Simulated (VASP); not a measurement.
Here is the system:

```xyz
5
Lattice="4.2135 0.0000 0.0000 0.0000 4.2135 0.0000 0.0000 0.0000 4.2135" Properties=species:S:1:pos:R:3 pbc="T T T"
Ba     0.0000     0.0000     0.0000
Zr     2.1068     2.1068     2.1068
O      2.1068     0.0000     2.1068
O      0.0000     2.1068     2.1068
O      2.1068     2.1068     0.0000
```

The numbers are results of rev-vdW-DF2, VASP's PBE PAW potentials (set 64) (plane waves; VASP), not measurements. Numerical set-up: 520 eV cut-off, Gaussian smearing of 0.050 eV, potentials Ba_sv Zr_sv O.

Unless said otherwise, spin-orbit coupling is left out, though it shifts the bands of the heavy elements here.

### Question
Give the energies of bands 12 to 23 at the high-symmetry points, in eV from the valence-band maximum.

### Answer

```json
[
 {"band": "12", "Γ": "-1.47", "X": "-3.60", "M": "-3.71", "R": "-3.66"},
 {"band": "13", "Γ": "-1.47", "X": "-1.89", "M": "-3.68", "R": "-3.66"},
 {"band": "14", "Γ": "-1.47", "X": "-1.89", "M": "-3.61", "R": "-3.46"},
 {"band": "15", "Γ": "-0.97", "X": "-1.78", "M": "-2.35", "R": "-2.52"},
 {"band": "16", "Γ": "-0.97", "X": "-1.71", "M": "-2.35", "R": "-2.52"},
 {"band": "17", "Γ": "-0.97", "X": "-1.71", "M": "-0.93", "R": "-2.52"},
 {"band": "18", "Γ": "-0.24", "X": "-1.65", "M": "-0.93", "R": "0.00"},
 {"band": "19", "Γ": "-0.24", "X": "-0.47", "M": "-0.82", "R": "0.00"},
 {"band": "20", "Γ": "-0.24", "X": "-0.47", "M": "-0.07", "R": "0.00"},
 {"band": "21", "Γ": "3.16", "X": "3.58", "M": "5.58", "R": "5.96"},
 {"band": "22", "Γ": "3.16", "X": "5.60", "M": "5.58", "R": "5.96"},
 {"band": "23", "Γ": "3.16", "X": "5.60", "M": "6.36", "R": "5.96"}
]
```

The gap is indirect, 3.16 eV, from the valence maximum at R to the conduction minimum at Γ.

The compound is BaZrO3 in the cubic perovskite structure. It was relaxed first.
